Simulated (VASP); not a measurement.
Calculation: PBE GGA, VASP's PBE PAW potentials (set 64) (plane waves; VASP).

VASP ran on this input.

### KPOINTS
```
Automatic mesh
0
Gamma
8 8 8
0 0 0
```

### INCAR
```
ALGO=Normal
EDIFF=1E-7
EDIFFG=-0.01
ENCUT=600
GGA=PE
IBRION=2
ISIF=3
ISMEAR=0
LASPH=T
LCHARG=F
LMAXMIX=4
LREAL=F
LWAVE=F
NELM=100
NSW=40
PREC=Accurate
PSTRESS=10
SIGMA=0.05
SYSTEM=CdF2
```

### POSCAR
```
CdF2
1
    0.0000000000     2.7345715602     2.7345715602
    2.7345715602     0.0000000000     2.7345715602
    2.7345715602     2.7345715602     0.0000000000
Cd F
1 2
Direct
  0.0000000000   0.0000000000   0.0000000000
  0.2500000000   0.2500000000   0.2500000000
  0.7500000000   0.7500000000   0.7500000000
```

POTCAR, in this order: Cd F (PBE.64 set). Program: vasp_std.

The resulting files:

### OSZICAR
```
       N       E                     dE             d eps       ncg     rms          rms(c)
DAV:   1     0.220355282294E+03    0.22036E+03   -0.17203E+04  1018   0.172E+03
DAV:   2    -0.233567949651E+01   -0.22269E+03   -0.21621E+03  1132   0.407E+02
DAV:   3    -0.126107755473E+02   -0.10275E+02   -0.10245E+02  1045   0.954E+01
DAV:   4    -0.126760163943E+02   -0.65241E-01   -0.65186E-01  1156   0.742E+00
DAV:   5    -0.126762458034E+02   -0.22941E-03   -0.22941E-03  1047   0.408E-01    0.989E+00
DAV:   6    -0.108838318455E+02    0.17924E+01   -0.54358E+00  1269   0.457E+01    0.711E+00
DAV:   7    -0.109248344929E+02   -0.41003E-01   -0.90282E-01   990   0.102E+01    0.410E+00
DAV:   8    -0.109158130285E+02    0.90215E-02   -0.17711E-01  1041   0.423E+00    0.762E-01
DAV:   9    -0.109058489531E+02    0.99641E-02   -0.44857E-02  1192   0.254E+00    0.102E-01
DAV:  10    -0.109064019457E+02   -0.55299E-03   -0.33058E-03   992   0.750E-01    0.122E-01
DAV:  11    -0.109064937015E+02   -0.91756E-04   -0.20023E-04  1113   0.183E-01    0.488E-02
DAV:  12    -0.109065257151E+02   -0.32014E-04   -0.96350E-05   988   0.901E-02    0.173E-02
DAV:  13    -0.109065277784E+02   -0.20633E-05   -0.54560E-06  1117   0.210E-02    0.616E-03
DAV:  14    -0.109065277323E+02    0.46095E-07   -0.14248E-06   995   0.181E-02    0.165E-03
DAV:  15    -0.109065277791E+02   -0.46808E-07   -0.77453E-08   871   0.361E-03
   1 F= -.10651265E+02 E0= -.10651265E+02  d E =-.106513E+02
```

### OUTCAR
```
------------------------ aborting loop because EDIFF is reached ----------------------------------------
  FORCE on cell =-STRESS in cart. coord.  units (eV):
  Direction    XX          YY          ZZ          XY          YZ          ZX
  --------------------------------------------------------------------------------------
  Total        0.2609787      0.2609787      0.2609787     -0.0000000      0.0000000     -0.0000000
  in kB       10.2239287     10.2239287     10.2239287     -0.0000000      0.0000000     -0.0000000
  external PRESSURE =       0.2239287 kB  Pullay stress =      10.0000000 kB
  volume of cell :       40.90
      direct lattice vectors                 reciprocal lattice vectors
     0.000000000  2.734571560  2.734571560    -0.182843999  0.182843999  0.182843999
     2.734571560  0.000000000  2.734571560     0.182843999 -0.182843999  0.182843999
     2.734571560  2.734571560  0.000000000     0.182843999  0.182843999 -0.182843999
 POSITION                                       TOTAL-FORCE (eV/Angst)
 -----------------------------------------------------------------------------------
      0.00000      0.00000      0.00000        -0.000000      0.000000     -0.000000
      1.36729      1.36729      1.36729         0.000000      0.000000      0.000000
      4.10186      4.10186      4.10186        -0.000000     -0.000000     -0.000000
 -----------------------------------------------------------------------------------
    total drift:                                0.000000     -0.000000      0.000000
  FREE ENERGIE OF THE ION-ELECTRON SYSTEM (eV)
  ---------------------------------------------------
  free  energy   TOTEN  =       -10.9065277791 eV

  energy  without entropy=      -10.9065277791  energy(sigma->0) =      -10.90652778
  enthalpy is  TOTEN    =       -10.6512651185 eV   P V=        0.2552626606

 reached required accuracy - stopping structural energy minimisation
```
(Selected blocks of OUTCAR.)

### OUTCAR
```
 val. band max:       -1.6405295288   @ k =  -0.2500   0.5000   0.2500

 cond. band min:       1.2705534457   @ k =   0.0000   0.0000   0.0000


 Fermi energy:        -1.3861475548

 k-point     1 :       0.0000    0.0000    0.0000
  band No.  band energies     occupation
      1     -22.2073      2.00000
      2     -21.2217      2.00000
      3      -7.1348      2.00000
      4      -7.1348      2.00000
      5      -7.1348      2.00000
      6      -6.1134      2.00000
      7      -6.1134      2.00000
      8      -2.5038      2.00000
      9      -2.5038      2.00000
     10      -2.5038      2.00000
     11      -2.1913      2.00000
     12      -2.1913      2.00000
     13      -2.1913      2.00000
     14       1.2706      0.00000
     15      10.8459      0.00000
     16      10.8459      0.00000
     17      10.8459      0.00000

 k-point     2 :       0.1250    0.0000    0.0000
  band No.  band energies     occupation
      1     -22.1631      2.00000
      2     -21.2607      2.00000
      3      -7.0827      2.00000
      4      -7.0827      2.00000
      5      -6.9879      2.00000
      6      -6.1273      2.00000
      7      -6.1273      2.00000
      8      -2.9770      2.00000
      9      -2.6201      2.00000
     10      -2.6201      2.00000
     11      -2.2666      2.00000
     12      -2.1623      2.00000
     13      -2.1623      2.00000
     14       1.8342      0.00000
     15      10.1380      0.00000
     16      11.0566      0.00000
     17      11.0566      0.00000

 k-point     3 :       0.2500    0.0000    0.0000
  band No.  band energies     occupation
      1     -22.0427      2.00000
      2     -21.3668      2.00000
      3      -6.9640      2.00000
      4      -6.9640      2.00000
      5      -6.5973      2.00000
      6      -6.1370      2.00000
      7      -6.1370      2.00000
      8      -3.6720      2.00000
      9      -2.8936      2.00000
     10      -2.8936      2.00000
     11      -2.7334      2.00000
...
```

The compound is CdF2 in the fluorite structure. It was relaxed first under an external pressure of 1 GPa.
